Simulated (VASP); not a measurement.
Calculation: PBEsol GGA, VASP's PBE PAW potentials (set 64) (plane waves; VASP).

The input files of a VASP run:

### POSCAR
```
Hg3ZnTe4
4.5259080
  0.0000000000   0.7071067698   0.7071067698
  0.7071067698   0.0000000000   0.7071067698
  2.8342446414   2.8342446414  -0.0058175620
Zn Te Hg
1 4 3
Direct
  0.9980475593   0.9980475593   0.0014643305
  0.2650429368   0.2650429368   0.0512177975
  0.2534318596   0.2534318596   0.3099261053
  0.2438292199   0.2438292199   0.5671280851
  0.2347143802   0.2347143802   0.8239642148
  0.0117300380   0.0117300380   0.2412024715
  0.0010520882   0.0010520882   0.4992109338
  0.9921519180   0.9921519180   0.7558860615
```

File KPOINTS:
```
Regular mesh
0
Gamma
 9 9 3
0 0 0
```

**INCAR**
```
SYSTEM = Hg3ZnTe4
PREC = Accurate
ENCUT = 400
EDIFF = 1E-7
NELM = 100
ALGO = Normal
LREAL = .FALSE.
LASPH = .TRUE.
ISMEAR = -5
GGA = PS
LMAXMIX = 6
LWAVE = .FALSE.
LCHARG = .TRUE.
LORBIT = 11
NEDOS = 601
ISIF = 2
LEFG = .TRUE.
```

POTCAR, in this order: Zn Te Hg (PBE.64 set). Program: vasp_std.

What VASP printed:

OSZICAR:
```
       N       E                     dE             d eps       ncg     rms          rms(c)
DAV:   1     0.455297398609E+03    0.45530E+03   -0.27173E+04  4902   0.125E+03
DAV:   2     0.155189560339E+02   -0.43978E+03   -0.42828E+03  5341   0.318E+02
DAV:   3    -0.190964990055E+02   -0.34615E+02   -0.34359E+02  5745   0.941E+01
DAV:   4    -0.198281129548E+02   -0.73161E+00   -0.73007E+00  5838   0.134E+01
DAV:   5    -0.198410654633E+02   -0.12953E-01   -0.12949E-01  5855   0.173E+00    0.142E+01
DAV:   6    -0.189419123446E+02    0.89915E+00   -0.26737E+00  6103   0.207E+01    0.108E+01
DAV:   7    -0.189368083956E+02    0.51039E-02   -0.12207E+00  6017   0.813E+00    0.354E+00
DAV:   8    -0.189165738247E+02    0.20235E-01   -0.13197E-01  5686   0.518E+00    0.156E+00
DAV:   9    -0.189165063520E+02    0.67473E-04   -0.22009E-02  5298   0.861E-01    0.698E-01
DAV:  10    -0.189165464513E+02   -0.40099E-04   -0.19528E-03  5963   0.408E-01    0.140E-01
DAV:  11    -0.189164949217E+02    0.51530E-04   -0.42826E-04  6085   0.223E-01    0.535E-02
DAV:  12    -0.189165029539E+02   -0.80322E-05   -0.91305E-05  5303   0.711E-02    0.315E-02
DAV:  13    -0.189165064210E+02   -0.34671E-05   -0.24131E-05  5893   0.454E-02    0.274E-02
DAV:  14    -0.189165066758E+02   -0.25480E-06   -0.93410E-06  5583   0.362E-02    0.893E-03
DAV:  15    -0.189165067933E+02   -0.11754E-06   -0.11670E-06  5476   0.108E-02    0.118E-03
DAV:  16    -0.189165068510E+02   -0.57616E-07   -0.10794E-07  3195   0.198E-03
   1 F= -.18916507E+02 E0= -.18916507E+02  d E =0.000000E+00
```

**OUTCAR**
```
------------------------ aborting loop because EDIFF is reached ----------------------------------------
  FORCE on cell =-STRESS in cart. coord.  units (eV):
  Direction    XX          YY          ZZ          XY          YZ          ZX
  --------------------------------------------------------------------------------------
  Total       -0.0575680     -0.0575680     -0.0575680     -0.0286769      0.0286769      0.0286769
  in kB       -0.3506642     -0.3506642     -0.3506642     -0.1746798      0.1746798      0.1746798
  external PRESSURE =      -0.3506642 kB  Pullay stress =       0.0000000 kB
  volume of cell :      263.03
      direct lattice vectors                 reciprocal lattice vectors
     0.000000000  3.200300186  3.200300186    -0.156075164  0.156395524  0.156075164
     3.200300186  0.000000000  3.200300186     0.156395524 -0.156075164  0.156075164
    12.827530497 12.827530497 -0.026329751     0.038938701  0.038938701 -0.038938701
 POSITION                                       TOTAL-FORCE (eV/Angst)
 -----------------------------------------------------------------------------------
      3.21284      3.21284      6.38807        -0.000109     -0.000109      0.000109
      1.50521      1.50521      1.69509         0.006858      0.006858     -0.006858
      4.78664      4.78664      1.61396         0.002996      0.002996     -0.002996
      8.05518      8.05518      1.54572        -0.001278     -0.001278      0.001278
     11.32058     11.32058      1.48062        -0.007301     -0.007301      0.007301
      3.13157      3.13157      0.06873        -0.001517     -0.001517      0.001517
      6.40701      6.40701     -0.00641        -0.008566     -0.008566      0.008566
     12.87134     12.87134      6.33047         0.008917      0.008917     -0.008917
 -----------------------------------------------------------------------------------
    total drift:                                0.000708      0.000708     -0.000699
  FREE ENERGIE OF THE ION-ELECTRON SYSTEM (eV)
  ---------------------------------------------------
  free  energy   TOTEN  =       -18.9165068510 eV

  energy  without entropy=      -18.9165068510  energy(sigma->0) =      -18.91650685

 total charge

# of ion       s       p       d       tot
------------------------------------------
    1        0.553   0.387   9.757  10.696
    2        1.357   2.001   0.025   3.383
    3        1.370   1.966   0.033   3.368
    4        1.370   1.966   0.033   3.369
    5        1.366   1.992   0.033   3.390
    6        0.748   0.419   9.350  10.517
    7        0.750   0.420   9.349  10.520
    8        0.749   0.423   9.349  10.520
--------------------------------------------------
tot          8.263   9.573  37.928  55.764

 Electric field gradients after diagonalization (V/A^2)
 (convention: |V_zz| > |V_xx| > |V_yy|)
----------------------------------------------------------------------
 ion       V_xx      V_yy      V_zz     asymmetry (V_yy - V_xx)/ V_zz
----------------------------------------------------------------------
   1       3.686     3.664    -7.350       0.003
   2      -4.558    -4.557     9.115       0.000
   3     -24.048   -24.047    48.094       0.000
   4     -21.677   -21.677    43.354       0.000
   5      19.122    19.121   -38.243       0.000
   6       7.396     7.393   -14.789       0.000
   7       1.717     1.717    -3.434       0.000
   8       3.773     3.771    -7.544       0.000
```
(Selected blocks of OUTCAR.)

For a metal the tetrahedron method with Blöchl corrections gives inexact stress and forces.

The structure was generated: Hg3ZnTe4 was put into an ordered model structure (R3m), which need not be its known phase. It was relaxed first.
